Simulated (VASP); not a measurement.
Energy against volume of Cu2O (cuprite). Method: vdW-DF-cx, VASP's PBE PAW potentials (set 64) (plane waves; VASP). Run with 520 eV cut-off, 5×5×5 Γ-centred mesh, Gaussian smearing of 0.050 eV, potentials Cu O.

| V (Å³/atom) | E (eV/atom) |
|---|---|
| 12.412 | -2.18740 |
| 12.796 | -2.19269 |
| 13.180 | -2.18892 |
| 13.564 | -2.17755 |

Problem. Fit these four points and predict the energy of the run at 12.029 Å³/atom.

Solution. A cubic in V^(−2/3), the third-order Birch-Murnaghan form, passes through the four points with V0 = 12.82 Å³/atom and B0 = 125 GPa, and gives -2.1713 eV/atom there. The run gave -2.1714 eV/atom, -0.0 meV/atom from the fit; all five points give B0 = 125 GPa.

The compound is Cu2O in the cuprite structure. It was relaxed first.
